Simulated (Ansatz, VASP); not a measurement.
**K2CO3 in two plane-wave programs**

Wanted: the spread between two codes on one cell, functional and k mesh. The structure shown is frame 47 of Ansatz's trajectory.

Main program and level: Ansatz 0.2.0; plane waves, with VASP 6.6.1 beside it; single point at PBE.

### Step 1. The structure

The cell holds 102 atoms: 17 C, 51 O and 34 K. Its edges and angles: a = 12.710 Å, b = 12.710 Å, c = 12.710 Å, α = 90.0°, β = 90.0°, γ = 90.0°. As first built, before any earlier steps moved the atoms (in the runner's words): 34 K+, 17 CO3 2- placed at random, at 1.9 g/cm^3; overlaps pushed apart, then 10 ps at 1590 K with harmonic planar carbonate ions with charges +1 on C and -1 on O; Joung-Cheatham ions (J. Phys. Chem. B 112, 9020 (2008)); charges of ions scaled by 0.8. Snapshot after 20 ps at 1190 K and fixed volume.

### Step 2. Ansatz: dynamics, PBE

Ansatz runs on its default PAW (the set named soft_2) files.

One frame of this run of dynamics is then solved in both programs, so the motion causes no difference.

File input.yaml:

```yaml
crystal:
  lattice:
    - [12.7103, 0.0, 0.0]
    - [0.0, 12.7103, 0.0]
    - [0.0, 0.0, 12.7103]
  atoms:
    - { symbol: C, position: [0.43407, 0.12654, 0.37428] }
    - { symbol: O, position: [0.3293, 0.15021, 0.3953] }
    - { symbol: O, position: [0.50324, 0.19395, 0.35611] }
    - { symbol: O, position: [0.44398, 0.03119, 0.34164] }
    - { symbol: C, position: [0.80301, 0.63804, 0.83675] }
    - { symbol: O, position: [0.84838, 0.66081, 0.93355] }
    - { symbol: O, position: [0.71626, 0.57322, 0.84287] }
    - { symbol: O, position: [0.84931, 0.64327, 0.74813] }
    - { symbol: C, position: [0.1152, 0.43285, 0.0051] }
    - { symbol: O, position: [0.15386, 0.51642, 0.962] }
    - { symbol: O, position: [0.03967, 0.40427, 0.94801] }
    - { symbol: O, position: [0.08209, 0.4297, 0.09801] }
    - { symbol: C, position: [0.41195, 0.81613, 0.96157] }
    - { symbol: O, position: [0.45522, 0.73188, 0.93844] }
    - { symbol: O, position: [0.46406, 0.89925, 0.95616] }
    - { symbol: O, position: [0.30684, 0.81327, 0.96487] }
    - { symbol: C, position: [0.34247, 0.67232, 0.27434] }
    - { symbol: O, position: [0.26069, 0.63778, 0.2566] }
    - { symbol: O, position: [0.34538, 0.76002, 0.32847] }
    - { symbol: O, position: [0.42678, 0.61303, 0.28457] }
    - { symbol: C, position: [0.34532, 0.2485, 0.90652] }
    - { symbol: O, position: [0.36481, 0.1803, 0.97038] }
    - { symbol: O, position: [0.28518, 0.23775, 0.81715] }
    - { symbol: O, position: [0.37311, 0.34511, 0.92224] }
    - { symbol: C, position: [0.67378, 0.42049, 0.11652] }
    - { symbol: O, position: [0.74668, 0.47977, 0.14394] }
    - { symbol: O, position: [0.58259, 0.43317, 0.15536] }
    - { symbol: O, position: [0.68836, 0.36057, 0.04003] }
    - { symbol: C, position: [0.82916, 0.69779, 0.40599] }
    - { symbol: O, position: [0.7893, 0.64503, 0.48564] }
[... 66 atom lines left out ...]
    - { symbol: K, position: [0.01279, 0.60558, 0.54272] }
    - { symbol: K, position: [0.07652, 0.63503, 0.15629] }
    - { symbol: K, position: [0.37132, 0.89799, 0.47231] }
    - { symbol: K, position: [0.68322, 0.92437, 0.3395] }
    - { symbol: K, position: [0.36278, 0.9935, 0.13178] }
    - { symbol: K, position: [0.37232, 0.5488, 0.87965] }
kpoints:
  mp_grid: { grid: [1, 1, 1] }
hamiltonian:
  xc: pbe
scf:
  occupations: { method: fermi_dirac, width: 0.103 }
output:
  forces: true
md:
  timestep: 1.0
  n_steps: 140
  ensemble: nve
  temperature: 1190
  initial_velocities: maxwell_boltzmann
  seed: 9372
```

The run is started by

```sh
$ ansatz run input.yaml --threads 4 --pin off --max-ram 8192MiB --backend cpu --events-out ev --progress --plain --runs-dir out
```

Numbers of over 12 decimals in the logs are rounded to 6 here.

Output:

```text
Warning: md: disabling space-group detection — thermal motion breaks the input geometry's symmetry, so no spatial operation reduces the k-mesh or symmetrises the density; time reversal is kept, so that k and −k are solved as one point where they differ and the mesh holds both, and exact exchange and, on two spinor components, a DFT+U term hold to it where the run has them: on two components no moment then forms, and  [...]
band count auto-derived: 443 (N_el = 680.0; filled up to band 340; 442 by the electrons, moments and atoms)
Engine: ansatz 0.2.0, aarch64-unknown-linux-gnu
Pseudopotentials: kind: paw
Pseudopotential: C, paw, valence charge 4, recommended cutoff 420 eV (normal), C.paw.azcp
Pseudopotential: O, paw, valence charge 6, recommended cutoff 420 eV (normal), O.paw.azcp
Pseudopotential: K, paw, valence charge 9, recommended cutoff 420 eV (normal), K.paw.azcp
Functional definition: PBE
  parameter kappa = 0.804
  parameter beta = 0.066725
  exchange = pbe_x(kappa = kappa, mu = beta*pi^2/3)
  correlation = pbe_c(beta = beta)
Crystal: 102 atoms, lattice volume = 2053.371 Å³
Basis set: ecut = 420 eV, 40243 PW (Γ), exchange–correlation on 180×180×180 points (8 copies of the dense FFT grid, shifted against one another)
Bands: 443, of which v1, the nominal top of the filled ones, is band 340 counted from 1 (339 counted from 0)
Symmetry: 1 space group operations
k-points: 1
Non-local potential: C, projectors of the file, l = 0: 2, l = 1: 2, l = 2: 1
Non-local potential: O, projectors of the file, l = 0: 2, l = 1: 2, l = 2: 1
Non-local potential: K, projectors of the file, l = 0: 3, l = 1: 2, l = 2: 2
PAW form: soft (Blöchl's): semilocal exchange-correlation on the pseudo side does not see the compensation charge
PAW one-centre angular grid: C, 110 points (default); XC on 64 Gauss nodes
PAW one-centre angular grid: O, 110 points (default); XC on 64 Gauss nodes
PAW one-centre angular grid: K, 110 points (default); XC on 64 Gauss nodes
Initial density: superposition of atomic densities (neutral atoms: chi_scale 0, normalization atom), corrected by the library's trained network
Initial wavefunctions: pseudopotential atomic-orbital guess
Functional: x = pbe(κ = 0.804, μ = 0.219515), c = pbe(β = 0.066725)
SCF iter   1: F=—  HF=-85514.778270 eV  |F-HF|=—  |Δ(HF+E_count)|=         —  Δρ=2.98e-3  dr2=3.39e-1  ethr=1.77e-3  ⟨swp⟩=6.0  Hψ=1965  notcnv=0  defer=53
preconditioner: auto → Resta (q_TF=auto, 2.269 Å⁻¹)  ε∞=2.8  [insulator: Δε(μ)=1.561 eV  Ē_g=14.611 eV  σ=0.103 eV  W_gap=1.00  n_scr=436 (ndim 8)  ℏωp=19.9 eV  f_vac=0.243  D(μ)=0.03/eV (n_scr^D=0)  ε∞_Penn≈2.8]
SCF iter   2: F=—  HF=-85514.724143 eV  |F-HF|=—  |Δ(HF+E_count)|=   5.41e-2  Δρ=1.54e-3  dr2=7.61e-2  ethr=4.99e-5  ⟨swp⟩=2.0  Hψ=805  notcnv=0  defer=53
SCF iter   3: F=—  HF=-85514.723359 eV  |F-HF|=—  |Δ(HF+E_count)|=   7.85e-4  Δρ=7.45e-4  dr2=2.76e-2  ethr=1.12e-5  ⟨swp⟩=2.0  Hψ=660  notcnv=0  defer=53
SCF iter   4: F=—  HF=-85514.720963 eV  |F-HF|=—  |Δ(HF+E_count)|=   2.40e-3  Δρ=4.13e-4  dr2=4.78e-3  ethr=4.06e-6  ⟨swp⟩=2.0  Hψ=660  notcnv=0  defer=53
SCF iter   5: F=—  HF=-85514.720552 eV  |F-HF|=—  |Δ(HF+E_count)|=   4.11e-4  Δρ=2.03e-4  dr2=8.06e-4  ethr=7.02e-7  ⟨swp⟩=3.0  Hψ=892  notcnv=0  defer=78
SCF iter   6: F=—  HF=-85514.720625 eV  |F-HF|=—  |Δ(HF+E_count)|=   7.34e-5  Δρ=8.51e-5  dr2=1.32e-4  ethr=1.19e-7  ⟨swp⟩=3.0  Hψ=807  notcnv=0  defer=78
SCF iter   7: F=—  HF=-85514.720697 eV  |F-HF|=—  |Δ(HF+E_count)|=   7.17e-5  Δρ=3.57e-5  dr2=2.50e-5  ethr=1.94e-8  ⟨swp⟩=3.0  Hψ=747  notcnv=0  defer=78
SCF iter   8: F=—  HF=-85514.721021 eV  |F-HF|=—  |Δ(HF+E_count)|=   3.23e-4  Δρ=1.22e-5  dr2=3.17e-6  ethr=3.67e-9  ⟨swp⟩=3.0  Hψ=791  notcnv=0  defer=78
SCF iter   9: F=—  HF=-85514.721023 eV  |F-HF|=—  |Δ(HF+E_count)|=   2.51e-6  Δρ=4.90e-6  dr2=5.03e-7  ethr=4.67e-10  ⟨swp⟩=3.0  Hψ=661  notcnv=0  defer=78
SCF iter  10: F=—  HF=-85514.721024 eV  |F-HF|=—  |Δ(HF+E_count)|=   4.16e-7  Δρ=2.76e-6  dr2=1.44e-7  ethr=1.47e-11  ⟨swp⟩=5.0  Hψ=1465  notcnv=0
SCF iter  11: F=-85514.721024 eV  HF=-85514.721024 eV  |F-HF|=1.14e-8  |Δ(HF+E_count)|=   3.09e-8  Δρ=6.98e-7  dr2=1.13e-8  ethr=1.47e-11  ⟨swp⟩=4.0  Hψ=1236  notcnv=0
SCF 1 converged in 11 iterations: F = -85514.721024 eV  dr2 = 1.13e-8
  greatest PAW one-centre occupation: 0.988 electrons in one spin orbital (limit 2), on the K atom at site 88 (counted from 0), in its partial waves of l = 0
[...]
md step   136: t =   136.00 fs  T =  1437.9 K  F+E_penalty+E_count = -85518.00870290 eV  E_kin = 18.771540 eV  conserved = -85499.23716322 eV  (5 SCF iters)
md step   137: t =   137.00 fs  T =  1350.5 K  F+E_penalty+E_count = -85516.84871824 eV  E_kin = 17.631773 eV  conserved = -85499.21694517 eV  (6 SCF iters)
md step   138: t =   138.00 fs  T =  1298.3 K  F+E_penalty+E_count = -85516.15689731 eV  E_kin = 16.949350 eV  conserved = -85499.20754718 eV  (6 SCF iters)
md step   139: t =   139.00 fs  T =  1292.0 K  F+E_penalty+E_count = -85516.08167997 eV  E_kin = 16.867240 eV  conserved = -85499.21444006 eV  (5 SCF iters)
[...]
md step   140: t =   140.00 fs  T =  1324.5 K  F+E_penalty+E_count = -85516.52270859 eV  E_kin = 17.291101 eV  conserved = -85499.23160741 eV  (10 SCF iters)
SCF converged after 10 iterations
Free energy (F): -85516.522709 eV
Harris-Foulkes:  -85516.522709 eV  (|F-HF|=2.14e-9)
Internal energy: -85516.519129 eV  (E = F + TS)
E sigma→0 (E₀):  -85516.520919 eV
Entropy (-TS):   -0.003579 eV (-0.035 meV/atom)
Fermi energy:    4.326706 eV
--- Per-component energies (eV) ---
  E_band       = -5865.039963
  E_kinetic    = 19188.261997
  E_local      = -54741.428928  (includes V_loc(G=0)·N_el)
  E_nonlocal   = 3354.656252
  E_hartree    = 20348.687366
  E_xc         = -9185.168751
  E_vxc        = -11429.356772  (∫ρ·V_xc dr)
  E_paw        = -36346.869923  (= ΣΔE_a)
  E_vpaw       = -2934.676492  (= ΣTr[D̂ρ^β])
  E_aug_tail   = 0.126192  (compensation charges beyond the density's cutoff)
  E_ewald      = -28134.783334
  E_smearing   = -0.003579  (= −TS)
  E_closure    = 0.000000  (closes the sum)
  Σ components = -85516.522709   (vs F -85516.522709, Δ=0.00e0)
--- Forces (eV/Å), atoms counted from 1 ---
  atom   1  C      0.85247619    -0.82508214     4.94796009
  atom   2  O      1.04356978    -0.38938167    -0.82134043
  atom   3  O     -1.66803344     0.72520730    -0.77442827
  atom   4  O     -0.84895490    -0.98530418    -2.39340081
  atom   5  C     -1.42598945     0.73480639    -3.50854196
  atom   6  O      1.03574414    -1.41197948     0.76747497
  atom   7  O      0.49643335     0.31885622     0.93104014
  atom   8  O      0.29923511     0.13912677     1.04170920
  atom   9  C      3.50408311    -5.82206899    -3.05939834
  atom  10  O      3.62055037     5.17247628    -0.02814531
  atom  11  O     -1.75354668     1.82360633     1.33350508
  atom  12  O     -4.67734098    -0.89127243     2.82336664
  atom  13  C     -2.67087119     1.90045464    -0.38108376
  atom  14  O     -0.60812945    -0.94121483    -1.79063536
  atom  15  O     -0.48369802    -3.67994114     0.36993688
  atom  16  O      2.94866668     3.19933744     0.67381097
  atom  17  C      2.86740045    -7.10858506    -7.73201553
  atom  18  O     -1.02209198    -1.61085435     0.36071147
  atom  19  O     -2.10098361     8.40050054     4.78546888
  atom  20  O      0.63658771    -0.44784287     1.75618150
  atom  21  C     -1.11145503     0.48420815     6.47094127
  atom  22  O     -0.20720192     0.32600614     0.60304962
  atom  23  O      0.76938236    -0.93942831    -5.24119683
  atom  24  O      0.66787051     1.01266528    -2.34739631
[...]
atom  95  K      0.03228793     0.52476242     0.37098311
  atom  96  K      0.07045781     0.26333520    -0.71134855
  atom  97  K      0.44715795    -0.19877710    -0.38732535
  atom  98  K      0.02250026    -0.03587055    -0.38482666
  atom  99  K      0.32660570    -0.13327520    -0.02558661
  atom 100  K      0.02021758    -0.49861214     0.19109159
  atom 101  K     -0.61278450     0.67238288     0.43894128
  atom 102  K      0.02968587    -0.35549566     0.05907506
  max |Σ_I F_I| component: 7.46e-5 eV/Å
--- MD trajectory: 140 steps, t = 0.0 → 140.0 fs ---
  final state: T = 1324.5 K   F+E_penalty+E_count = -85516.52270859 eV   E_kin = 17.291101 eV
  conserved energy: peak-to-peak 9.140e-2 eV (8.961e-4 eV/atom) over 140.0 fs
```

### Step 3. VASP: single point, PBE

The same cell, functional, mesh and smearing now go to VASP, with its own data sets.

Lines of VASP's logs that name or quote its potential files are left out, and so is its time.

File INCAR:

```
SYSTEM = K2CO3
PREC = Accurate
ENCUT = 520
EDIFF = 1E-06
NELM = 120
ISMEAR = -1
SIGMA = 0.103
LREAL = Auto
ALGO = Normal
GGA = PE
NBANDS = 416
LORBIT = 11
LWAVE = .FALSE.
LCHARG = .FALSE.
ISIF = 2
LASPH = .TRUE.
GGA_COMPAT = .FALSE.
EFERMI = MIDGAP
NCORE = 2
```

File POSCAR:

```
K2CO3
1.0
   12.7103000000      0.0000000000      0.0000000000
    0.0000000000     12.7103000000      0.0000000000
    0.0000000000      0.0000000000     12.7103000000
C O K
17 51 34
Direct
    0.4513819501      0.1090768904      0.3613211333
    0.8005869256      0.6367119580      0.8241111539
    0.1039157219      0.4630024468      0.0065930781
    0.3861120509      0.8106181601      0.9545408055
    0.3536580569      0.6829657837      0.2833056655
    0.3511325460      0.2491365271      0.8927326656
    0.6492057623      0.4305091147      0.1203276083
    0.8390360574      0.6889766567      0.4081335610
    0.1208626075      0.3657348764      0.4600914219
    0.8387842931      0.1881151507      0.3989441634
    0.1998615296      0.6196470579      0.6643588271
    0.5848327734      0.8966428802      0.6264053563
    0.7959843591      0.2086182073      0.7623659552
    0.1151743075      0.9527312495      0.6127471421
    0.7102900797      0.9573338159      0.0884243488
    0.1131837958      0.9384042863      0.1189901104
    0.5290827124      0.4132081855      0.6046828163
    0.3573086394      0.1357088346      0.3999826912
    0.5250072776      0.1830877320      0.3494803427
    0.4681714830      0.0224699653      0.3160271591
    0.8334815071      0.6892992298      0.9082319064
    0.7232874126      0.5718905140      0.8408928192
    0.8416953180      0.6316924069      0.7391249616
    0.1410116205      0.5617019268      0.9896776630
    0.0486298514      0.4266775765      0.9267208484
    0.0736174599      0.4260481657      0.1074718929
    0.4487148218      0.7275831412      0.9928483199
    0.4322714649      0.8913636972      0.9127636641
    0.2836597091      0.7818304839      0.9388999473
    0.2736992833      0.6335491688      0.2653989284
[... 66 atom lines left out ...]
    0.9925886879      0.6031092893      0.5426307798
    0.0676695279      0.6803379936      0.1390368441
    0.3670409038      0.8939914872      0.4832930773
    0.6731391077      0.9471766992      0.3700306051
    0.3803293392      0.9780965044      0.1191946689
    0.3614627507      0.5588617106      0.8758329858
```

File KPOINTS:

```
Automatic mesh
0
Gamma
1 1 1
0 0 0
```

Potentials, in the order of the species: C, O and K_sv (PBE family, release 64).

The run is started by

```sh
$ mpirun -np 8 vasp_gam
```

Output:

```text
[banner, memory and clock lines left out]
running    8 mpi-ranks, on    1 nodes
[...]
LDA part: xc-table for (Slater+PW92), standard interpolation
 POSCAR, INCAR and KPOINTS ok, starting setup
[...]
entering main loop
       N       E                     dE             d eps       ncg     rms          rms(c)
DAV:   1     0.785599351360E+04    0.78560E+04   -0.38292E+05   832   0.160E+03
DAV:   2     0.142562945640E+03   -0.77134E+04   -0.74673E+04  1032   0.467E+02
DAV:   3    -0.650721537014E+03   -0.79328E+03   -0.78768E+03  1056   0.145E+02
DAV:   4    -0.680133073862E+03   -0.29412E+02   -0.29296E+02  1056   0.296E+01
[...]
DAV:  17    -0.600776420740E+03   -0.59464E-05   -0.22804E-04  1120   0.279E-02    0.181E-02
DAV:  18    -0.600776417210E+03    0.35293E-05   -0.28061E-05  1152   0.101E-02    0.106E-02
DAV:  19    -0.600776417237E+03   -0.27176E-07   -0.98665E-06   968   0.891E-03
   1 F= -.60077642E+03 E0= -.60077590E+03  d E =-.103893E-02
```

Parts of OUTCAR (step 3):

```text
  FREE ENERGIE OF THE ION-ELECTRON SYSTEM (eV)
  ---------------------------------------------------
  free  energy   TOTEN  =      -600.7764172374 eV

  energy  without entropy=     -600.7753783095  energy(sigma->0) =     -600.77589777

[... 1 further part left out ...]
```

The run ends at a pressure of -1.93 GPa, with forces up to 6.8 eV/Å.

### Step 4. Comparison

Known differences besides the potentials themselves: the cutoff is 420 eV in Ansatz and 520 eV in VASP (PREC = Accurate, projectors in real space). Total energies have different zeros and are not compared.

Forces on 9 of the 102 atoms, those with the largest forces and the largest differences (eV/Å; atoms numbered as in POSCAR):

| atom | Ansatz x, y, z | VASP x, y, z |
| --- | --- | --- |
| C2 | -1.038, -0.739, 6.383 | -1.119, -0.643, 6.623 |
| C3 | -4.936, 2.860, 0.211 | -4.814, 2.806, 0.288 |
| C4 | 0.422, -5.221, -1.017 | 0.384, -5.262, -0.924 |
| C5 | 2.636, 2.967, 3.420 | 2.923, 3.153, 3.439 |
| C15 | 3.707, 0.614, -3.265 | 3.598, 0.659, -3.272 |
| O23 | 3.614, 1.092, -5.046 | 3.848, 1.073, -5.488 |
| O29 | 4.947, 3.025, 1.449 | 4.865, 3.002, 1.470 |
| O30 | -1.683, -1.835, -1.575 | -2.098, -2.081, -1.661 |
| O48 | -1.677, -3.031, 2.144 | -1.979, -3.314, 2.242 |

The forces differ by 107 meV/Å r.m.s., which is 6.5 % of the r.m.s. force of 1.637 eV/Å (both taken over all components).

### Step 5. Outcome

```yaml
r_m_s_force_difference_single_point_pbe: 6.5 % of the r.m.s. force
```

In words: The r.m.s. force difference is 6.5 % of the r.m.s. force (single point, PBE), beyond the 3 % picked in this series as the mark of a large difference. What causes the difference of the single point, PBE pair stays open here. 2 further runs of this series are not shown here. How closely two codes agree says nothing of how well the functional describes the real material.

[Lines on the potential files, build, host, timing and source positions are cut from VASP's logs without a mark.]

[Logs are printed without paths, hosts, clocks, repeated set-up lines and the standing remarks that a program may print on its own settings, such as how far it seeks lower states.]

[Hosts, paths, dates, database ids (printed as entryN), source tags and the programs' standing remarks are cut or masked in the printed files.]
